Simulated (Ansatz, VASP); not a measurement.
# Li3SI in two plane-wave programs, part 2 of 3

Aim: how closely do two programs agree when they are given the same cell, functional and k mesh? The cell is generated by rule, not measured, and may not be a known phase. The cell is taken from a series of runs on this material, whose earlier steps may have relaxed, scaled, displaced or heated it; both programs get it as it stands.

VASP 6.6.1 and Ansatz 0.2.0.

So far: Set-up; Ansatz: zone-centre phonons, LDA.

### Step 3. VASP: zone-centre phonons, LDA

Level of this step: LDA; plane waves and PAW (I, S, Li_sv); invented cell (VASP).

The same cell, functional (in two slightly different forms) and mesh now go to VASP, with its own data sets.

Lines of VASP's logs that name or quote its potential files are left out, and so is its time.

INCAR

```
SYSTEM = Li3SI
PREC = Accurate
ENCUT = 750
EDIFF = 1E-08
NELM = 120
ISMEAR = 0
SIGMA = 0.01
LREAL = .FALSE.
ALGO = Normal
GGA = CA
NBANDS = 17
LORBIT = 11
LWAVE = .FALSE.
LCHARG = .FALSE.
ISIF = 2
IBRION = 8
LEPSILON = .TRUE.
LASPH = .TRUE.
GGA_COMPAT = .FALSE.
EFERMI = MIDGAP
KPAR = 2
```

POSCAR

```
Li3SI
1.0
    4.6105804681      0.0000000000      0.0000000000
    0.0000000000      4.6105804681      0.0000000000
    0.0000000000      0.0000000000      4.6105804681
I S Li
1 1 3
Direct
    0.0000000000      0.0000000000      0.0000000000
    0.5000000000      0.5000000000      0.5000000000
    0.5000000000      0.5000000000      0.0000000000
    0.5000000000      0.0000000000      0.5000000000
    0.0000000000      0.5000000000      0.5000000000
```

KPOINTS

```
Automatic mesh
0
Gamma
4 4 4
0 0 0
```

Potentials, in the order of the species: I, S and Li_sv (LDA family, release 64).

The run is started by

```console
$ mpirun -np 2 vasp_std
```

The program printed:

```text
[banner, memory and clock lines left out]
running    2 mpi-ranks, on    1 nodes
 distrk:  each k-point on    1 cores,    2 groups
 distr:  one band on    1 cores,    1 groups

 POSCAR found type information on POSCAR I S Li
 POSCAR found :  3 types and       5 ions
 LDA part: xc-table for (Slater(with rela. corr.)+CA(PZ))
 , standard interpolation
 POSCAR, INCAR and KPOINTS ok, starting setup
 FFT: planning ... GRIDC
 FFT: planning ... GRID_SOFT
 FFT: planning ... GRID
 WAVECAR not read
 entering main loop
       N       E                     dE             d eps       ncg     rms          rms(c)
DAV:   1     0.130144617461E+03    0.13014E+03   -0.11566E+04   340   0.158E+03
DAV:   2    -0.337261396908E+01   -0.13352E+03   -0.12875E+03   395   0.321E+02
DAV:   3    -0.196627523466E+02   -0.16290E+02   -0.16232E+02   637   0.712E+01
DAV:   4    -0.204439674560E+02   -0.78122E+00   -0.77949E+00   495   0.207E+01
DAV:   5    -0.205120450061E+02   -0.68078E-01   -0.68061E-01   536   0.408E+00    0.538E+00
DAV:   6    -0.193353653972E+02    0.11767E+01   -0.21221E+00   401   0.674E+00    0.427E+00
DAV:   7    -0.192164982269E+02    0.11887E+00   -0.11390E+00   453   0.482E+00    0.234E+00
DAV:   8    -0.192060512835E+02    0.10447E-01   -0.15044E-01   422   0.193E+00    0.955E-01
DAV:   9    -0.191982703299E+02    0.77810E-02   -0.37899E-02   420   0.108E+00    0.356E-01
DAV:  10    -0.191983004807E+02   -0.30151E-04   -0.37364E-03   455   0.312E-01    0.239E-01
DAV:  11    -0.191979271407E+02    0.37334E-03   -0.24615E-03   396   0.208E-01    0.119E-01
DAV:  12    -0.191979573525E+02   -0.30212E-04   -0.21028E-04   504   0.778E-02    0.109E-01
DAV:  13    -0.191979505479E+02    0.68045E-05   -0.14684E-05   477   0.216E-02    0.612E-02
DAV:  14    -0.191979429559E+02    0.75920E-05   -0.15839E-05   427   0.159E-02    0.628E-02
DAV:  15    -0.191979385401E+02    0.44158E-05   -0.14134E-05   403   0.157E-02    0.144E-02
DAV:  16    -0.191979384607E+02    0.79423E-07   -0.12215E-06   478   0.605E-03    0.375E-03
DAV:  17    -0.191979384529E+02    0.77637E-08   -0.36576E-08   476   0.111E-03
   1 F= -.19197938E+02 E0= -.19197938E+02  d E =0.000000E+00
 Linear response reoptimize wavefunctions to high precision
DAV:   1    -0.191979384182E+02    0.34755E-07   -0.17480E-07   403   0.185E-03
DAV:   2    -0.191979384205E+02   -0.23635E-08   -0.22814E-08   493   0.798E-04
DAV:   3    -0.191979384206E+02   -0.52978E-10   -0.23944E-10   264   0.107E-04
 Linear response G [H, r] |phi>, progress :
  Direction:   1
       N       E                     dE             d eps       ncg     rms
RMM:   1    -0.600529852929E+02   -0.60053E+02    0.10461E+03   497   0.318E+02
RMM:   2    -0.780138251207E+02   -0.17961E+02   -0.43180E+01   706   0.342E+01
RMM:   3    -0.791534229274E+02   -0.11396E+01   -0.71863E+00   763   0.128E+01
RMM:   4    -0.793237838319E+02   -0.17036E+00   -0.15831E+00   812   0.549E+00
RMM:   5    -0.793492441255E+02   -0.25460E-01   -0.37399E-01   840   0.187E+00
RMM:   6    -0.793559533678E+02   -0.67092E-02   -0.10725E-01   869   0.808E-01
RMM:   7    -0.793565340247E+02   -0.58066E-03   -0.25376E-02   882   0.396E-01
RMM:   8    -0.793569824760E+02   -0.44845E-03   -0.10721E-02   892   0.207E-01
RMM:   9    -0.793571406218E+02   -0.15815E-03   -0.81562E-03   882   0.119E-01
RMM:  10    -0.793572196553E+02   -0.79034E-04   -0.84342E-03   871   0.748E-02
RMM:  11    -0.793572303012E+02   -0.10646E-04    0.52390E-04   857   0.526E-02
RMM:  12    -0.793572405718E+02   -0.10271E-04   -0.20928E-03   820   0.406E-02
RMM:  13    -0.793572597866E+02   -0.19215E-04    0.23329E-03   805   0.336E-02
RMM:  14    -0.793572569152E+02    0.28715E-05   -0.35785E-03   789   0.297E-02
RMM:  15    -0.793572670734E+02   -0.10158E-04    0.24124E-03   786   0.272E-02
RMM:  16    -0.793572656197E+02    0.14538E-05   -0.35704E-03   777   0.258E-02
RMM:  17    -0.793572622953E+02    0.33244E-05    0.13923E-03   766   0.249E-02
RMM:  18    -0.793572702523E+02   -0.79570E-05   -0.25104E-03   734   0.243E-02
RMM:  19    -0.793572531828E+02    0.17069E-04   -0.32250E-05   743   0.239E-02
 Linear response G [H, r] |phi>, progress :
  Direction:   2
       N       E                     dE             d eps       ncg     rms
RMM:   1    -0.648299093542E+02   -0.64830E+02    0.14829E+03   477   0.378E+02
RMM:   2    -0.796239685236E+02   -0.14794E+02   -0.50846E+01   716   0.372E+01
RMM:   3    -0.806766781702E+02   -0.10527E+01   -0.71222E+00   763   0.132E+01
RMM:   4    -0.808892817541E+02   -0.21260E+00   -0.19357E+00   813   0.580E+00
RMM:   5    -0.809299022729E+02   -0.40621E-01   -0.77377E-01   836   0.210E+00
RMM:   6    -0.809493678947E+02   -0.19466E-01   -0.50626E-01   856   0.107E+00
RMM:   7    -0.809637507787E+02   -0.14383E-01   -0.41132E-01   879   0.653E-01
RMM:   8    -0.809767202094E+02   -0.12969E-01   -0.39189E-01   874   0.461E-01
RMM:   9    -0.809884216660E+02   -0.11701E-01   -0.35022E-01   872   0.361E-01
[...]
RMM:   3    -0.875880957113E-01   -0.26755E-03   -0.28472E-04  1254   0.658E-02    0.236E-02
RMM:   4    -0.878139293505E-01   -0.22583E-03   -0.75241E-05  1326   0.317E-02    0.459E-03
RMM:   5    -0.878465556796E-01   -0.32626E-04   -0.11435E-05  1370   0.123E-02    0.425E-03
RMM:   6    -0.878434230009E-01    0.31327E-05    0.54029E-06  1296   0.510E-03    0.482E-04
[...]
first order change of Fermi-energy   0.23181E-03
 force on displaced ion       1 direction 1 :  -1.004   0.000  -0.000
 Born effective charge ion    1 direction 1 :  -1.527   0.000   0.000
 Linear response progress:
  Degree of freedom:   2/  4
       N       E                     dE             d eps       ncg     rms          rms(c)
RMM:   1    -0.117608426618E+00   -0.11761E+00   -0.76717E-03  1263   0.177E+00
RMM:   2    -0.114159518860E+00    0.34489E-02   -0.66139E-03  1213   0.388E-01    0.907E-02
RMM:   3    -0.114917716428E+00   -0.75820E-03   -0.18241E-03  1208   0.160E-01    0.483E-02
RMM:   4    -0.115451726608E+00   -0.53401E-03   -0.51307E-04  1250   0.906E-02    0.236E-02
RMM:   5    -0.115448652427E+00    0.30742E-05   -0.90994E-05  1334   0.321E-02    0.199E-02
RMM:   6    -0.115548220804E+00   -0.99568E-04   -0.15004E-05  1276   0.190E-02    0.298E-03
RMM:   7    -0.115495295141E+00    0.52926E-04   -0.20744E-06  1265   0.914E-03    0.105E-03
RMM:   8    -0.115493329257E+00    0.19659E-05   -0.14536E-05  1413   0.410E-03    0.105E-03
RMM:   9    -0.115493639879E+00   -0.31062E-06    0.52965E-06  1488   0.193E-03    0.119E-04
RMM:  10    -0.115494485112E+00   -0.84523E-06    0.22100E-06  1504   0.119E-03    0.776E-05
RMM:  11    -0.115494613204E+00   -0.12809E-06    0.59322E-06  1547   0.763E-04    0.808E-05
RMM:  12    -0.115495301473E+00   -0.68827E-06    0.23968E-06  1455   0.630E-04    0.524E-05
RMM:  13    -0.115495461905E+00   -0.16043E-06    0.53208E-06  1537   0.507E-04    0.355E-05
RMM:  14    -0.115495389645E+00    0.72261E-07    0.13856E-06  1523   0.454E-04    0.251E-05
[...]
RMM:  27    -0.115495356547E+00    0.24570E-09    0.17085E-06  1103   0.393E-04    0.226E-06
RMM:  28    -0.115495357069E+00   -0.52278E-09    0.11721E-06  1110   0.393E-04    0.351E-06
RMM:  29    -0.115495356425E+00    0.64438E-09    0.20544E-06  1098   0.395E-04    0.172E-06
RMM:  30    -0.115495358319E+00   -0.18936E-08    0.93910E-07  1093   0.395E-04    0.309E-06
RMM:  31    -0.115495358055E+00    0.26391E-09    0.17189E-06  1088   0.394E-04    0.600E-06
RMM:  32    -0.115495356696E+00    0.13585E-08    0.37740E-06  1092   0.393E-04    0.315E-06
RMM:  33    -0.115495358437E+00   -0.17403E-08    0.17947E-06  1094   0.394E-04    0.223E-06
RMM:  34    -0.115495355379E+00    0.30578E-08   -0.82705E-08  1110   0.395E-04    0.148E-06
 first order change of Fermi-energy   0.88991E-04
 force on displaced ion       2 direction 1 :  -6.696  -0.000   0.000
 Born effective charge ion    2 direction 1 :  -2.072   0.000   0.000
 Linear response progress:
  Degree of freedom:   3/  4
       N       E                     dE             d eps       ncg     rms          rms(c)
RMM:   1    -0.177558923652E+00   -0.17756E+00    0.78104E-01  1343   0.115E+01
RMM:   2    -0.180783588730E+00   -0.32247E-02   -0.19781E-02  1746   0.841E-01    0.765E-02
RMM:   3    -0.181069231304E+00   -0.28564E-03   -0.41432E-03  1911   0.328E-01    0.344E-02
RMM:   4    -0.181000966520E+00    0.68265E-04   -0.30852E-04  2004   0.989E-02    0.101E-02
RMM:   5    -0.180995789801E+00    0.51767E-05   -0.60717E-05  2046   0.298E-02    0.302E-03
RMM:   6    -0.181006069677E+00   -0.10280E-04   -0.37002E-05  2055   0.162E-02    0.846E-04
RMM:   7    -0.181017178312E+00   -0.11109E-04   -0.27117E-05  2116   0.112E-02    0.312E-04
RMM:   8    -0.181023976335E+00   -0.67980E-05   -0.20743E-05  2165   0.890E-03    0.254E-04
RMM:   9    -0.181025345329E+00   -0.13690E-05   -0.17361E-05  2293   0.737E-03    0.288E-04
RMM:  10    -0.181025822296E+00   -0.47697E-06   -0.13181E-05  2338   0.642E-03    0.447E-04
RMM:  11    -0.181025117273E+00    0.70502E-06   -0.12808E-05  2135   0.573E-03    0.573E-04
RMM:  12    -0.181025829493E+00   -0.71222E-06   -0.97290E-06  2262   0.512E-03    0.327E-04
RMM:  13    -0.181027405800E+00   -0.15763E-05   -0.89819E-06  2130   0.466E-03    0.207E-04
RMM:  14    -0.181023709509E+00    0.36963E-05   -0.70763E-06  2002   0.437E-03    0.786E-04
[...]
RMM:  26    -0.181034778390E+00   -0.74940E-07   -0.24394E-06  2350   0.197E-03    0.240E-04
RMM:  27    -0.181035119320E+00   -0.34093E-06   -0.23616E-06  2148   0.178E-03    0.176E-04
RMM:  28    -0.181035359686E+00   -0.24037E-06   -0.17884E-06  2244   0.168E-03    0.194E-04
RMM:  29    -0.181035340325E+00    0.19361E-07   -0.18578E-06  2215   0.159E-03    0.199E-04
RMM:  30    -0.181035251501E+00    0.88824E-07   -0.16336E-06  2134   0.152E-03    0.238E-04
RMM:  31    -0.181035292907E+00   -0.41406E-07   -0.16420E-06  2130   0.146E-03    0.245E-04
RMM:  32    -0.181035280906E+00    0.12001E-07   -0.14889E-06  2069   0.140E-03    0.270E-04
RMM:  33    -0.181035305058E+00   -0.24152E-07   -0.15111E-06  1819   0.136E-03    0.278E-04
 first order change of Fermi-energy  -0.73344E-06
 force on displaced ion       3 direction 1 :  -0.000   0.000   0.000
 Born effective charge ion    3 direction 1 :   1.190   0.000   0.000
 Linear response progress:
  Degree of freedom:   4/  4
       N       E                     dE             d eps       ncg     rms          rms(c)
RMM:   1    -0.161187253858E+00   -0.16119E+00    0.78343E+00   952   0.201E+01
RMM:   2    -0.167191910658E+00   -0.60047E-02   -0.28098E-02  1118   0.103E+00    0.102E-01
RMM:   3    -0.167340515704E+00   -0.14861E-03   -0.57798E-03  1207   0.421E-01    0.352E-02
RMM:   4    -0.167327367117E+00    0.13149E-04   -0.10143E-03  1308   0.179E-01    0.167E-02
RMM:   5    -0.167350089010E+00   -0.22722E-04   -0.21651E-04  1353   0.542E-02    0.725E-03
RMM:   6    -0.167375358895E+00   -0.25270E-04   -0.12429E-04  1321   0.304E-02    0.435E-03
RMM:   7    -0.167409791770E+00   -0.34433E-04   -0.83029E-05  1316   0.197E-02    0.150E-03
RMM:   8    -0.167423035547E+00   -0.13244E-04   -0.43388E-05  1407   0.125E-02    0.112E-03
RMM:   9    -0.167432481593E+00   -0.94460E-05   -0.33166E-05  1379   0.971E-03    0.265E-04
RMM:  10    -0.167444509022E+00   -0.12027E-04   -0.23409E-05  1292   0.840E-03    0.607E-04
RMM:  11    -0.167442367866E+00    0.21412E-05   -0.23961E-05  1442   0.721E-03    0.605E-04
RMM:  12    -0.167436339139E+00    0.60287E-05   -0.19181E-05  1309   0.651E-03    0.700E-04
RMM:  13    -0.167436568286E+00   -0.22915E-06   -0.19192E-05  1499   0.580E-03    0.703E-04
 first order change of Fermi-energy  -0.24983E-03
 force on displaced ion       3 direction 3 :  -0.000   0.000  -6.107
 Born effective charge ion    3 direction 3 :   0.000   0.000   1.179
 Born effective charges drift removed
 Linear response finished
```

[end of part 2 of 3]

[Lines on the potential files, build, host, timing and source positions are cut from VASP's logs without a mark.]

[Logs are printed without paths, hosts, clocks, repeated set-up lines and the standing remarks that a program may print on its own settings, such as how far it seeks lower states.]

[Hosts, paths, dates, database ids (printed as entryN), source tags and the programs' standing remarks are cut or masked in the printed files.]
